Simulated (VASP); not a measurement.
The system is PtSe2.

```xyz
3
Lattice="3.7240 0.0000 0.0000 -1.8620 3.2251 0.0000 0.0000 0.0000 5.0620" Properties=species:S:1:pos:R:3 pbc="T T T"
Pt    0.0000    0.0000    0.0000
Se    0.0000    2.1501    1.2655
Se    1.8620    1.0750    3.7965
```

* Program: VASP 6.6.1
* Task: relaxation of the atoms
* Functional: PBE
* Dispersion: D3(BJ)
* Potentials or basis: VASP PAW PBE potentials, release 64 (Pt, Se)
* Cutoff: 520 eV
* k mesh: 9 × 9 × 6
* Occupations: gaussian, width 0.02 eV
* Spin: no spin polarisation

At the start: pressure 3.5 GPa; volume 20.27 Å³/atom.

Where does the relaxation end?

Over 3 steps the energy falls by 10.0 meV/atom; space group P-3m1 (No. 164, to 0.05 Å).

The path:
```csv
step,energy change (eV),largest force (eV/Å),pressure (GPa)
1,0.0000,0.6174,3.45
2,-0.0254,0.2403,1.54
3,-0.0301,0.0019,0.34
```

Final structure:
```
Pt Se
1.0
     3.72400    0.00000    0.00000
    -1.86200    3.22508    0.00000
     0.00000    0.00000    5.06200
Pt Se
1 2
Direct
  0.00000 0.00000 0.00000
  0.33333 0.66667 0.25983
  0.66667 0.33333 0.74017
```

Caveat: pairwise dispersion overbinds metals, which lowers pressure and volume.
